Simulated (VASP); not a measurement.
These are PBE GGA, VASP's PBE PAW potentials (set 64) (plane waves; VASP) values and carry that method's errors.

A VASP calculation is set up with these files.

**INCAR**
```
SYSTEM = Co
PREC = Accurate
ENCUT = 400
EDIFF = 1E-6
NELM = 100
ALGO = Normal
LREAL = .FALSE.
LASPH = .TRUE.
ISMEAR = 1
SIGMA = 0.1
GGA = PE
LMAXMIX = 4
ISPIN = 2
MAGMOM = 1.8 -1.8
LORBIT = 10
LWAVE = .FALSE.
LCHARG = .FALSE.
ISIF = 2
```

KPOINTS:
```
kpoints
0
G
  15 15 8
```

### POSCAR
```
Co
1
    1.2679730000    -2.1792760000     0.0000000000
    1.2679730000     2.1792760000     0.0000000000
    0.0000000000     0.0000000000     3.9993650000
Co
2
Direct
  0.3333330000   0.6666670000   0.2500000000
  0.6940680000   0.3607340000   0.7500000000
```

POTCAR, in this order: Co (PBE.64 set). Program: vasp_std.

Output of the run:

File OSZICAR:
```
       N       E                     dE             d eps       ncg     rms          rms(c)
DAV:   1     0.769756903387E+02    0.76976E+02   -0.73207E+03 29633   0.156E+03
DAV:   2    -0.138198426155E+02   -0.90796E+02   -0.85288E+02 29445   0.277E+02
DAV:   3    -0.160078001284E+02   -0.21880E+01   -0.20990E+01 32080   0.613E+01
DAV:   4    -0.160380299694E+02   -0.30230E-01   -0.30207E-01 42418   0.575E+00
DAV:   5    -0.160385011324E+02   -0.47116E-03   -0.47115E-03 34590   0.630E-01    0.145E+01
DAV:   6    -0.140903749881E+02    0.19481E+01   -0.19626E+01 29845   0.898E+01    0.675E+00
DAV:   7    -0.136117657833E+02    0.47861E+00   -0.26429E+00 31570   0.327E+01    0.279E+00
DAV:   8    -0.135888786036E+02    0.22887E-01   -0.21401E-02 41166   0.238E+00    0.115E+00
DAV:   9    -0.135791021417E+02    0.97765E-02   -0.66661E-03 40290   0.148E+00    0.354E-01
DAV:  10    -0.135773645299E+02    0.17376E-02   -0.19265E-03 45157   0.907E-01    0.122E-01
DAV:  11    -0.135774199182E+02   -0.55388E-04   -0.18224E-04 44196   0.314E-01    0.667E-02
DAV:  12    -0.135774333074E+02   -0.13389E-04   -0.35190E-05 46651   0.132E-01    0.171E-02
DAV:  13    -0.135774365966E+02   -0.32892E-05   -0.11499E-05 41537   0.806E-02    0.910E-03
DAV:  14    -0.135774380021E+02   -0.14055E-05   -0.23749E-06 18139   0.429E-02    0.401E-03
DAV:  15    -0.135774381437E+02   -0.14160E-06   -0.92909E-07 16832   0.152E-02
   1 F= -.13577438E+02 E0= -.13577912E+02  d E =0.142085E-02  mag=    -0.0000
```

File OUTCAR:
```
------------------------ aborting loop because EDIFF is reached ----------------------------------------
  FORCE on cell =-STRESS in cart. coord.  units (eV):
  Direction    XX          YY          ZZ          XY          YZ          ZX
  --------------------------------------------------------------------------------------
  Total       -1.8023155     -1.6127892     -0.9863050     -0.1964237      0.0000000      0.0000000
  in kB     -130.6466051   -116.9081835    -71.4954699    -14.2383996      0.0000000      0.0000000
  external PRESSURE =    -106.3500861 kB  Pullay stress =       0.0000000 kB
  volume of cell :       22.10
      direct lattice vectors                 reciprocal lattice vectors
     1.267973000 -2.179276000  0.000000000     0.394330163 -0.229433996  0.000000000
     1.267973000  2.179276000  0.000000000     0.394330163  0.229433996  0.000000000
     0.000000000  0.000000000  3.999365000     0.000000000  0.000000000  0.250039694
 POSITION                                       TOTAL-FORCE (eV/Angst)
 -----------------------------------------------------------------------------------
      1.26797      0.72643      0.99984         0.212737      0.018262      0.000000
      1.33746     -0.72643      2.99952        -0.212737     -0.018262      0.000000
 -----------------------------------------------------------------------------------
    total drift:                                0.000014      0.000007      0.000000
  FREE ENERGIE OF THE ION-ELECTRON SYSTEM (eV)
  ---------------------------------------------------
  free  energy   TOTEN  =       -13.5774381437 eV

  energy  without entropy=      -13.5788589929  energy(sigma->0) =      -13.57791176

 total charge

# of ion       s       p       d       tot
------------------------------------------
    1        0.477   0.503   7.255   8.236
    2        0.477   0.503   7.255   8.236
--------------------------------------------------
tot          0.954   1.006  14.511  16.471

 magnetization (x)

# of ion       s       p       d       tot
------------------------------------------
    1        0.001   0.007   0.970   0.978
    2       -0.001  -0.007  -0.970  -0.978
--------------------------------------------------
tot          0.000   0.000   0.000   0.000
```
(Selected blocks of OUTCAR.)

The compound is Co in the hcp structure. The cell was not relaxed at this level, atoms are displaced from their ideal sites. The run is one of a series of settings (MAGMOM = 1.8 -1.8 against the base run), some of them coarse on purpose.
